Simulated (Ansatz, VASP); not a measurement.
## Cross-check of AlN between VASP and Ansatz

Wanted: the spread between two codes on one cell, functional and k mesh. The cell is taken from a series of runs on this material, whose earlier steps may have relaxed, scaled, displaced or heated it; both programs get it as it stands.

Calculated with Ansatz 0.2.0; plane waves, with VASP 6.6.1 beside it; single point at HF with an exact-exchange share of 1.

## (1) Set-up

The structure is cubic, space group F-43m (No. 216). The conventional cell has a = 4.368 Å, b = 4.368 Å, c = 4.368 Å, α = 90.00°, β = 90.00°, γ = 90.00°. Nearest to Al lie 4 N at 1.89 Å. N has 4 Al at 1.89 Å nearest. Farther neighbours and most contacts between anions are not listed.

As a file:

```cif
data_structure
_symmetry_space_group_name_H-M 'P 1'
_symmetry_Int_Tables_number 1
_cell_length_a 3.0886
_cell_length_b 3.0886
_cell_length_c 3.0886
_cell_angle_alpha 60.000
_cell_angle_beta 60.000
_cell_angle_gamma 60.000
_cell_volume 20.83
loop_
_atom_site_label
_atom_site_type_symbol
_atom_site_fract_x
_atom_site_fract_y
_atom_site_fract_z
_atom_site_occupancy
Al1 Al 0.00000 0.00000 0.00000 1
N2 N 0.75000 0.75000 0.75000 1
```

## (2) VASP: single point, HF with an exact-exchange share of 1

A single point gives forces, pressure and levels at one fixed geometry, so differences don't come from the geometry; what else differs is listed under the comparison.

Lines of VASP's logs that name or quote its potential files are left out, and so is its time.

The run reads the wave functions of an earlier VASP run, which isn't shown here.

INCAR reads:

```
SYSTEM = AlN
PREC = Accurate
ENCUT = 520
EDIFF = 1E-06
NELM = 100
ISMEAR = 0
SIGMA = 0.01
LREAL = .FALSE.
ALGO = Normal
LHFCALC = .TRUE.
AEXX = 1
GGA = PE
ALDAC = 0
AGGAC = 0
LASPH = .TRUE.
NBANDS = 10
PRECFOCK = Fast
LORBIT = 11
LWAVE = .FALSE.
LCHARG = .FALSE.
KPAR = 8
ISIF = 2
```

POSCAR reads:

```
AlN
1.0
    0.0000000000      2.1839935596      2.1839935596
    2.1839935596      0.0000000000      2.1839935596
    2.1839935596      2.1839935596      0.0000000000
Al N
1 1
Direct
    0.0000000000      0.0000000000      0.0000000000
    0.7500000000      0.7500000000      0.7500000000
```

KPOINTS reads:

```
Automatic mesh
0
Gamma
6 6 6
0 0 0
```

Potentials, in the order of the species: Al and N (PBE family, release 64).

Command:

```console
> mpirun -np 8 vasp_std
```

Numbers of over 12 decimals in the logs are rounded to 6 here.

Output:

```text
[banner, memory and clock lines left out]
running    8 mpi-ranks, on    1 nodes
 distrk:  each k-point on    1 cores,    8 groups
 distr:  one band on    1 cores,    1 groups

 POSCAR found type information on POSCAR AlN
 POSCAR found :  2 types and       2 ions
|                                                                             |
|           W    W    AA    RRRRR   N    N  II  N    N   GGGG   !!!           |
|           W    W   A  A   R    R  NN   N  II  NN   N  G    G  !!!           |
|           W    W  A    A  R    R  N N  N  II  N N  N  G       !!!           |
|           W WW W  AAAAAA  RRRRR   N  N N  II  N  N N  G  GGG   !            |
|           WW  WW  A    A  R   R   N   NN  II  N   NN  G    G                |
|           W    W  A    A  R    R  N    N  II  N    N   GGGG   !!!           |
|                                                                             |
|     For optimal performance we recommend to set                             |
|       NCORE = 2 up to number-of-cores-per-socket                            |
|     NCORE specifies how many cores store one orbital (NPAR=cpu/NCORE).      |
|     This setting can greatly improve the performance of VASP for DFT.       |
|     The default, NCORE=1 might be grossly inefficient on modern             |
|     multi-core architectures or massively parallel machines. Do your        |
|     Unfortunately you need to use the default for GW and RPA                |
|     calculations (for HF NCORE is supported but not extensively tested      |
|     yet).                                                                   |
|                                                                             |

 LDA part: xc-table for (Slater+PW92), standard interpolation
 found WAVECAR, reading the header
 POSCAR, INCAR and KPOINTS ok, starting setup
 FFT: planning ... GRIDC
 FFT: planning ... GRID_SOFT
 FFT: planning ... GRID
 reading WAVECAR
 the WAVECAR file was read successfully
 initial charge from wavefunction
 entering main loop
       N       E                     dE             d eps       ncg     rms          rms(c)
DAV:   1    -0.267387783617E+02   -0.26739E+02   -0.10720E+01   596   0.176E+01    0.251E+02
DAV:   2    -0.272946643510E+02   -0.55589E+00   -0.15251E+00   372   0.522E+00    0.388E+02
DAV:   3    -0.273719461711E+02   -0.77282E-01   -0.26765E-01   392   0.226E+00    0.362E+02
DAV:   4    -0.273717533570E+02    0.19281E-03   -0.39791E-02   348   0.936E-01    0.270E+02
DAV:   5    -0.273639815415E+02    0.77718E-02   -0.36397E-03   368   0.395E-01    0.175E+02
DAV:   6    -0.273599399189E+02    0.40416E-02   -0.14177E-03   376   0.273E-01    0.100E+02
DAV:   7    -0.273587215593E+02    0.12184E-02   -0.15988E-03   374   0.227E-01    0.512E+01
DAV:   8    -0.273585265372E+02    0.19502E-03   -0.10180E-03   388   0.160E-01    0.229E+01
DAV:   9    -0.273585448554E+02   -0.18318E-04   -0.44535E-04   374   0.997E-02    0.843E+00
DAV:  10    -0.273585705472E+02   -0.25692E-04   -0.15359E-04   360   0.587E-02    0.198E+00
DAV:  11    -0.273585807589E+02   -0.10212E-04   -0.43019E-05   376   0.324E-02    0.391E-01
DAV:  12    -0.273585826431E+02   -0.18842E-05   -0.89775E-06   202   0.155E-02    0.943E-01
DAV:  13    -0.273585822383E+02    0.40478E-06   -0.14111E-06   174   0.754E-03
   1 F= -.27358582E+02 E0= -.27358582E+02  d E =-.527870-109
```

Parts of OUTCAR (step 2):

```text
ion  position               nearest neighbor table
   1  0.000  0.000  0.000-   2 1.89   2 1.89   2 1.89   2 1.89
   2  0.750  0.750  0.750-   1 1.89   1 1.89   1 1.89   1 1.89

  LATTYP: Found a face centered cubic cell.
 ALAT       =     4.3679871192

 Subroutine GETGRP returns: Found 24 space group operations
 (whereof 24 operations were pure point group operations)

The static configuration has the point symmetry T_d .

 Found     16 irreducible k-points:

   k-points           NKPTS =     16   k-points in BZ     NKDIM =    216   number of bands    NBANDS=     10

   dimension x,y,z NGX =    24 NGY =   24 NGZ =   24
   dimension x,y,z NGXF=    48 NGYF=   48 NGZF=   48

   ENCUT  =  520.0 eV  38.22 Ry    6.18 a.u.   5.74  5.74  5.74*2*pi/ulx,y,z

   NELECT =       8.0000    total number of electrons

 k-points in reciprocal lattice and weights: Automatic mesh
   0.00000000  0.00000000  0.00000000       0.005
   0.16666667  0.00000000  0.00000000       0.037
   0.33333333  0.00000000  0.00000000       0.037
   0.50000000  0.00000000  0.00000000       0.019
   0.16666667  0.16666667  0.00000000       0.028
   0.33333333  0.16666667  0.00000000       0.111
   0.50000000  0.16666667  0.00000000       0.111
  -0.33333333  0.16666667  0.00000000       0.111
  -0.16666667  0.16666667  0.00000000       0.056
[...]
-0.33333333  0.33333333  0.16666667       0.111
  -0.33333333  0.50000000  0.16666667       0.056

  exchange ACFDT corr.  =         0.00000000  see jH, gK, PRB 81, 115126

 average (electrostatic) potential at core
       1 -51.6974       2 -36.9562

 E-fermi :   1.9979

 k-point     1 :       0.0000    0.0000    0.0000
  band No.  band energies     occupation
      1     -19.2166      2.00000
      2       1.8423      2.00000
      3       1.8423      2.00000
      4       1.8424      2.00000
      5      14.1853      0.00000
      6      21.3728      0.00000
      7      24.8046      0.00000
      8      24.8046      0.00000
      9      24.8046      0.00000
    ...

 k-point     2 :       0.1667    0.0000    0.0000
  band No.  band energies     occupation
      1     -18.6925      2.00000
      2      -0.5241      2.00000
      3       1.6589      2.00000
      4       1.6589      2.00000
      5      15.8280      0.00000
      6      20.6029      0.00000
      7      24.8981      0.00000
      8      25.0765      0.00000
      9      25.0765      0.00000
    ...

 k-point     3 :       0.3333    0.0000    0.0000
  band No.  band energies     occupation
      1     -17.4019      2.00000
      2      -4.2799      2.00000
      3       1.3229      2.00000
      4       1.3229      2.00000
      5      16.6992      0.00000
      6      21.1406      0.00000
      7      23.8516      0.00000
      8      23.8516      0.00000
      9      24.0154      0.00000
    ...

  Total       -0.2016690     -0.2016690     -0.2016690      0.0000000      0.0000000      0.0000000
  in kB      -15.5083492    -15.5083492    -15.5083492      0.0000000      0.0000000      0.0000000
  external PRESSURE =     -15.5083492 kB  Pullay stress =       0.0000000 kB

  energy-cutoff  :      520.00
  volume of cell :       20.83
      direct lattice vectors                 reciprocal lattice vectors
     0.000000000  2.183993560  2.183993560    -0.228938404  0.228938404  0.228938404
     2.183993560  0.000000000  2.183993560     0.228938404 -0.228938404  0.228938404
     2.183993560  2.183993560  0.000000000     0.228938404  0.228938404 -0.228938404

 POSITION                                       TOTAL-FORCE (eV/Angst)
 -----------------------------------------------------------------------------------
      0.00000      0.00000      0.00000        -0.000000     -0.000000     -0.000000
      3.27599      3.27599      3.27599         0.000000      0.000000      0.000000
 -----------------------------------------------------------------------------------
    total drift:                               -0.000008     -0.000001     -0.000002

  FREE ENERGIE OF THE ION-ELECTRON SYSTEM (eV)
  ---------------------------------------------------
  free  energy   TOTEN  =       -27.3585822383 eV

  energy  without entropy=      -27.3585822383  energy(sigma->0) =      -27.35858224

 total charge
# of ion       s       p       d       tot
------------------------------------------
    1        1.853   0.501   0.000   2.354
    2        1.229   2.675   0.000   3.904
--------------------------------------------------
tot          3.082   3.175   0.000   6.258

[... 3 further parts left out ...]
```

The run ends at a pressure of -1.55 GPa.

(Part 1 of 2 ends here.)

[Lines on the potential files, build, host, timing and source positions are cut from VASP's logs without a mark.]

[Logs are printed without paths, hosts, clocks, repeated set-up lines and the standing remarks that a program may print on its own settings, such as how far it seeks lower states.]

[Hosts, paths, dates, database ids (printed as entryN), source tags and the programs' standing remarks are cut or masked in the printed files.]
